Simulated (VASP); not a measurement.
**Be16HN: single point with PBE**

Slab: Be16HN, a slab with vacuum.

```xyz
18
Lattice="4.5800 0.0000 0.0000 2.2900 3.9664 0.0000 0.0000 0.0000 18.3826" Properties=species:S:1:pos:R:3 pbc="T T T"
Be    0.0000    1.3221    1.0000
Be    2.2900    1.3221    1.0000
Be    1.1450    3.3053    1.0000
Be    3.4350    3.3053    1.0000
Be    0.0000    0.0000    2.8575
Be    2.2900    0.0159    2.8561
Be    1.1588    1.9753    2.8561
Be    3.4212    1.9753    2.8561
Be    0.0000    1.3208    4.6720
Be    2.2900    1.3221    4.7202
Be    1.1461    3.3060    4.6720
Be    3.4339    3.3060    4.6720
Be    0.0000    0.0000    6.2964
Be    2.2900   -0.0368    6.7486
Be    1.1131    2.0016    6.7486
Be    3.4669    2.0016    6.7486
N     4.5800    2.6443    7.6793
H     4.5800    5.2885    7.4777
```

The cell was built by a generator and needn't be a form met in nature.

* Program: VASP 6.6.1
* Task: single point
* Functional: PBE
* Potentials or basis: VASP PAW PBE potentials, release 64 (Be, N, H)
* Cutoff: 520 eV
* k mesh: 5 × 5 × 1
* Occupations: gaussian, width 0.15 eV
* Spin: no spin polarisation

- Largest force: 0.098 eV/Å
- Band gap on the k mesh: none (metal or under the smearing width)

Forces on the atoms (eV/Å):
```
Be   0.000  0.039 -0.038
Be   0.000  0.000  0.098
Be  -0.034 -0.020 -0.038
Be   0.034 -0.020 -0.038
Be   0.000  0.000  0.003
Be   0.000 -0.001 -0.002
Be  -0.001  0.001 -0.002
Be   0.001  0.001 -0.002
Be   0.000  0.003  0.001
Be   0.000  0.000  0.011
Be  -0.003 -0.002  0.001
Be   0.003 -0.002  0.001
Be   0.000  0.000  0.005
Be   0.000  0.025 -0.011
Be   0.022 -0.012 -0.011
Be  -0.022 -0.012 -0.011
N    0.000  0.000  0.033
H    0.000  0.000  0.003
```

Levels at points of the mesh, in eV from the Fermi level:
| k point | band 17 | band 18 | band 19 | band 20 | band 21 | band 22 |
| --- | --- | --- | --- | --- | --- | --- |
| (0.00, 0.00, 0.00) | -1.90 | -1.38 | -1.04 | -1.04 | 0.75 | 1.68 |

Run time: 3.4 min on 1 thread of Intel(R) Xeon(R) Platinum 8559C (Emerald Rapids), on a shared host, peak memory 0.41 GiB.
